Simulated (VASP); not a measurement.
Computed with PBE GGA, VASP's PBE PAW potentials (set 64) (plane waves; VASP).

A VASP calculation is set up with these files.

### POSCAR
```
CdSe
3.103020
  0.0000000000   1.0000000277   1.0000000277
  1.0000000277   0.0000000000   1.0000000277
  1.0000000277   1.0000000277   0.0000000000
Cd Se
1 1
Cart
  0.0000000000   0.0000000000   0.0000000000
  0.5000000139   0.5000000139   0.5000000139
```

File KPOINTS:
```
k-points along high-symmetry lines
15
Line-mode
Reciprocal
  0.000000   0.000000   0.000000 ! GAMMA
 -0.500000  -0.500000   0.000000 ! X

 -0.500000  -0.500000   0.000000 ! X
 -0.375000  -0.375000   0.250000 ! U

 -0.375000  -0.000000   0.375000 ! K
  0.000000   0.000000   0.000000 ! GAMMA

  0.000000   0.000000   0.000000 ! GAMMA
 -0.000000  -0.000000   0.500000 ! L

 -0.000000  -0.000000   0.500000 ! L
 -0.500000  -0.250000   0.250000 ! W

 -0.500000  -0.250000   0.250000 ! W
 -0.500000  -0.500000   0.000000 ! X
```

### INCAR
```
ALGO = Normal
EDIFF = 1E-6
ENCUT = 520
GGA = PE
ICHARG = 11
ISMEAR = 0
LASPH = T
LCHARG = F
LMAXMIX = 4
LREAL = F
LWAVE = F
NELM = 100
PREC = Accurate
SIGMA = 0.05
SYSTEM = CdSe
```

POTCAR, in this order: Cd Se (PBE.64 set). Program: vasp_std. Read from the step before: CHGCAR.

Output of the run:

**OSZICAR**
```
       N       E                     dE             d eps       ncg     rms          rms(c)
DAV:   1     0.107812289581E+03    0.10781E+03   -0.89871E+03  2372   0.123E+03
DAV:   2    -0.194727481816E+00   -0.10801E+03   -0.10353E+03  2750   0.291E+02
DAV:   3    -0.468847197873E+01   -0.44937E+01   -0.44436E+01  2665   0.606E+01
DAV:   4    -0.471163668227E+01   -0.23165E-01   -0.23162E-01  2620   0.441E+00
DAV:   5    -0.471179295340E+01   -0.15627E-03   -0.15627E-03  2690   0.324E-01
DAV:   6    -0.471179482395E+01   -0.18706E-05   -0.18705E-05  2685   0.325E-02
DAV:   7    -0.471179485093E+01   -0.26978E-07   -0.27005E-07  1937   0.360E-03
   1 F= -.47117949E+01 E0= -.47117949E+01  d E =-.157083E-11
```

### OUTCAR
```
 val. band max:        0.4817362727   @ k =   0.0000   0.0000   0.0000

 cond. band min:       0.9644492748   @ k =   0.0000   0.0000   0.0000



 k-point     1 :       0.0000    0.0000    0.0000
  band No.  band energies     occupation
      1     -11.7910      2.00000
      2      -7.2695      2.00000
      3      -7.2695      2.00000
      4      -7.2695      2.00000
      5      -6.9565      2.00000
      6      -6.9565      2.00000
      7       0.4817      2.00000
      8       0.4817      2.00000
      9       0.4817      2.00000
     10       0.9644      0.00000
     11       6.4080      0.00000
     12       6.4080      0.00000
     13       6.4080      0.00000

 k-point     2 :      -0.0357   -0.0357    0.0000
  band No.  band energies     occupation
      1     -11.7857      2.00000
      2      -7.2671      2.00000
      3      -7.2671      2.00000
      4      -7.2662      2.00000
      5      -6.9574      2.00000
      6      -6.9559      2.00000
      7       0.2313      2.00000
      8       0.4548      2.00000
      9       0.4548      2.00000
     10       1.2258      0.00000
     11       6.3355      0.00000
     12       6.4477      0.00000
     13       6.4477      0.00000

 k-point     3 :      -0.0714   -0.0714    0.0000
  band No.  band energies     occupation
      1     -11.7701      2.00000
      2      -7.2599      2.00000
      3      -7.2599      2.00000
      4      -7.2564      2.00000
      5      -6.9598      2.00000
      6      -6.9541      2.00000
      7      -0.1552      2.00000
      8       0.3768      2.00000
      9       0.3768      2.00000
     10       1.6434      0.00000
     11       6.1418      0.00000
     12       6.5642      0.00000
     13       6.5642      0.00000

 k-point     4 :      -0.1071   -0.1071    0.0000
  band No.  band energies     occupation
      1     -11.7450      2.00000
      2      -7.2483      2.00000
      3      -7.2483      2.00000
      4      -7.2397      2.00000
...
```

The density is held fixed in this step, so its total energy and stress have no physical meaning.

The compound is CdSe in the zinc blende structure, whereas wurtzite is the usual form. It was relaxed first, which changed the volume by +8 %.
